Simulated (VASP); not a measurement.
Output of a VASP run:

### OSZICAR
```
       N       E                     dE             d eps       ncg     rms          rms(c)
DAV:   1     0.432882833925E+01    0.43288E+01   -0.43406E+03  1936   0.963E+02
DAV:   2    -0.173841490072E+02   -0.21713E+02   -0.20097E+02  2936   0.103E+02
DAV:   3    -0.177610044023E+02   -0.37686E+00   -0.37686E+00  2216   0.168E+01
DAV:   4    -0.177621340828E+02   -0.11297E-02   -0.11297E-02  3064   0.102E+00
DAV:   5    -0.177621345766E+02   -0.49382E-06   -0.49382E-06  2240   0.162E-02    0.895E+00
DAV:   6    -0.159990092813E+02    0.17631E+01   -0.71505E+00  2112   0.152E+01    0.401E+00
DAV:   7    -0.159237092163E+02    0.75300E-01   -0.36186E-01  3032   0.418E+00    0.179E+00
DAV:   8    -0.159092713803E+02    0.14438E-01   -0.19760E-02  2040   0.122E+00    0.153E-01
DAV:   9    -0.159092517859E+02    0.19594E-04   -0.73935E-04  3000   0.219E-01    0.102E-01
DAV:  10    -0.159092899143E+02   -0.38128E-04   -0.82995E-05  2432   0.724E-02    0.217E-02
DAV:  11    -0.159092898573E+02    0.56986E-07   -0.11682E-05  2544   0.215E-02    0.407E-03
DAV:  12    -0.159092900203E+02   -0.16296E-06   -0.51210E-07  2000   0.556E-03    0.745E-04
DAV:  13    -0.159092900561E+02   -0.35840E-07   -0.32922E-08  3112   0.152E-03    0.862E-04
DAV:  14    -0.159092900493E+02    0.67832E-08   -0.78670E-10  1448   0.224E-04    0.916E-05
DAV:  15    -0.159092900491E+02    0.20759E-09   -0.10223E-10  1288   0.762E-05
   1 F= -.15909290E+02 E0= -.15909290E+02  d E =-.167679E-15
```

OUTCAR:
```
------------------------ aborting loop because EDIFF is reached ----------------------------------------
  FORCE on cell =-STRESS in cart. coord.  units (eV):
  Direction    XX          YY          ZZ          XY          YZ          ZX
  --------------------------------------------------------------------------------------
  Total        0.5853163      0.5853163      0.5853163      0.0000000      0.0000000      0.0000000
  in kB       46.2184605     46.2184605     46.2184605      0.0000000      0.0000000      0.0000000
  external PRESSURE =      46.2184605 kB  Pullay stress =       0.0000000 kB
  volume of cell :       20.29
      direct lattice vectors                 reciprocal lattice vectors
     0.000000000  2.164804000  2.164804000    -0.230967792  0.230967792  0.230967792
     2.164804000  0.000000000  2.164804000     0.230967792 -0.230967792  0.230967792
     2.164804000  2.164804000  0.000000000     0.230967792  0.230967792 -0.230967792
  FREE ENERGIE OF THE ION-ELECTRON SYSTEM (eV)
  ---------------------------------------------------
  free  energy   TOTEN  =       -15.9092900491 eV

  energy  without entropy=      -15.9092900491  energy(sigma->0) =      -15.90929005
```
(Selected blocks of OUTCAR.)

File POSCAR:
```
SiC
1
    0.0000000000     2.1648040000     2.1648040000
    2.1648040000     0.0000000000     2.1648040000
    2.1648040000     2.1648040000     0.0000000000
Si C
1 1
Direct
  0.2500000000   0.2500000000   0.2500000000
  0.0000000000   0.0000000000   0.0000000000
```

### Question
Reconstruct the remaining input files.

### Answer
This is not unique; one that fits is the input of the run itself, PBEsol GGA, plane waves, VASP's PBE PAW potentials (set 64).

### KPOINTS
```
Automatic
0
gamma
  15 15 15
0 0 0
```

INCAR:
```
SYSTEM = SiC
PREC = Accurate
ENCUT = 560
EDIFF = 1E-09
NELM = 100
ALGO = Normal
LREAL = .FALSE.
LASPH = .TRUE.
ISMEAR = 0
SIGMA = 0.05
GGA = PS
LWAVE = .FALSE.
LCHARG = .FALSE.
ISIF = 2
```

POTCAR, in this order: Si C (PBE.64 set). Program: vasp_std.

The structure comes from a computed database's SiC entry; how it stands against other phases isn't given here. The cell was not relaxed at this level. The run is one of a series of settings (EDIFF = 1E-09, ENCUT = 560, KPOINTS 15×15×15 Γ-centred mesh against the base run), some of them coarse on purpose.
